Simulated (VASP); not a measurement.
Computed with PBE GGA with D3 dispersion (Becke-Johnson damping), VASP's PBE PAW potentials (set 64) (plane waves; VASP 6.6.1).

The input files of a VASP run:

KPOINTS:
```
k-points along high-symmetry lines
15
Line-mode
Reciprocal
  0.000000   0.000000   0.000000 ! GAMMA
  0.500000   0.000000   0.500000 ! X

  0.500000   0.000000   0.500000 ! X
  0.625000   0.250000   0.625000 ! U

  0.375000   0.375000   0.750000 ! K
  0.000000   0.000000   0.000000 ! GAMMA

  0.000000   0.000000   0.000000 ! GAMMA
  0.500000   0.500000   0.500000 ! L

  0.500000   0.500000   0.500000 ! L
  0.500000   0.250000   0.750000 ! W

  0.500000   0.250000   0.750000 ! W
  0.500000   0.000000   0.500000 ! X
```

**INCAR**
```
# general
SYSTEM = Si
PREC   = Accurate
ENCUT  = 520
LREAL  = .FALSE.   # projection in real space or not
LASPH  = .TRUE.   # aspherical one-centre terms
ICHARG = 11   # fixed density

# electronic loop
EDIFF  = 1E-7   # SCF stop (eV)
NELM   = 100
ALGO   = Normal

# smearing
ISMEAR = 0   # Gaussian
SIGMA  = 0.05   # width (eV)

# functional
GGA    = PE
IVDW   = 12   # D3, Becke-Johnson

# output
LWAVE  = .FALSE.
LCHARG = .FALSE.
LORBIT = 11   # lm-projected
```

POSCAR:
```
Si
1.0
  0.0000000000   2.7099327862   2.7099327862
  2.7099327862   0.0000000000   2.7099327862
  2.7099327862   2.7099327862   0.0000000000
Si
2
Direct
  0.0000000000   0.0000000000   0.0000000000
  0.2500000000   0.2500000000   0.2500000000
```

POTCAR, in this order: Si (PBE.64 set). Program: vasp_std. Read from the step before: CHGCAR.

Output of the run:

File OSZICAR:
```
       N       E                     dE             d eps       ncg     rms          rms(c)
DAV:   1     0.800590277229E+01    0.80059E+01   -0.33534E+03  1440   0.774E+02
DAV:   2    -0.892902578474E+01   -0.16935E+02   -0.16331E+02  2192   0.803E+01
DAV:   3    -0.919436484841E+01   -0.26534E+00   -0.26534E+00  1880   0.119E+01
DAV:   4    -0.919554976891E+01   -0.11849E-02   -0.11849E-02  2440   0.840E-01
DAV:   5    -0.919555240139E+01   -0.26325E-05   -0.26325E-05  1888   0.250E-02
DAV:   6    -0.919555244516E+01   -0.43774E-07   -0.43763E-07  2536   0.216E-03
   1 F= -.98276133E+01 E0= -.98276133E+01  d E =-.462276E-12
```

### OUTCAR
```
 val. band max:        5.8872285414   @ k =   0.0000   0.0000   0.0000

 cond. band min:       6.4497238089   @ k =   0.4286   0.0000   0.4286



 k-point     1 :       0.0000    0.0000    0.0000
  band No.  band energies     occupation
      1      -6.1116      2.00000
      2       5.8872      2.00000
      3       5.8872      2.00000
      4       5.8872      2.00000
      5       8.4552      0.00000
      6       8.4552      0.00000
      7       8.4552      0.00000
      8       9.3304      0.00000

 k-point     2 :       0.0357    0.0000    0.0357
  band No.  band energies     occupation
      1      -6.0891      2.00000
      2       5.7405      2.00000
      3       5.7931      2.00000
      4       5.7931      2.00000
      5       8.4000      0.00000
      6       8.5769      0.00000
      7       8.5769      0.00000
      8       9.4733      0.00000

 k-point     3 :       0.0714    0.0000    0.0714
  band No.  band energies     occupation
      1      -6.0218      2.00000
      2       5.3600      2.00000
      3       5.5536      2.00000
      4       5.5536      2.00000
      5       8.2471      0.00000
      6       8.8991      0.00000
      7       8.8991      0.00000
      8       9.8265      0.00000

 k-point     4 :       0.1071    0.0000    0.1071
  band No.  band energies     occupation
      1      -5.9099      2.00000
      2       4.8460      2.00000
      3       5.2422      2.00000
      4       5.2422      2.00000
      5       8.0261      0.00000
      6       9.3473      0.00000
      7       9.3473      0.00000
      8      10.2166      0.00000

 k-point     5 :       0.1429    0.0000    0.1429
  band No.  band energies     occupation
      1      -5.7535      2.00000
      2       4.2645      2.00000
      3       4.9088      2.00000
      4       4.9088      2.00000
      5       7.7693      0.00000
      6       9.8705      0.00000
      7       9.8705      0.00000
      8      10.3664      0.00000
...
```

The density is held fixed in this step, so its total energy and stress have no physical meaning.

The compound is Si in the diamond structure. It was relaxed first.
